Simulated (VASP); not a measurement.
LiF:

```
Li F
1.0
     0.00000    1.97904    1.97904
     1.97904    0.00000    1.97904
     1.97904    1.97904    0.00000
Li F
1 1
Cartesian
  3.9581 1.9790 1.9790
  1.9790 1.9790 1.9790
```

The cell was built by a generator and needn't be a form met in nature.

Program: VASP 6.6.1. Alike in all runs: potentials or basis VASP PAW PBE potentials, release 64 (Li_sv, F); no spin polarisation; cell as given; cutoff (eV) 520; smearing gaussian 0.02 eV. Hardware: 4 MPI ranks on Intel(R) Xeon(R) Platinum 8488C (Sapphire Rapids), with other jobs on the host.

Task: Order these runs on this cell by their wall time, lowest first.
A. task electrostatic potential; level r2SCAN+rVV10; k mesh 12 × 12 × 12
B. task band structure; level HSE06; k mesh 8 × 8 × 8; grid for exact exchange (PRECFOCK) Fast; screening parameter 0.2 1/A
C. task electrostatic potential; level HSE06; k mesh 8 × 8 × 8; grid for exact exchange (PRECFOCK) Fast; screening parameter 0.2 1/A

Result: A (44 s), C (89 s), B (340 s).

Runs at the PBE level aren't shown here.
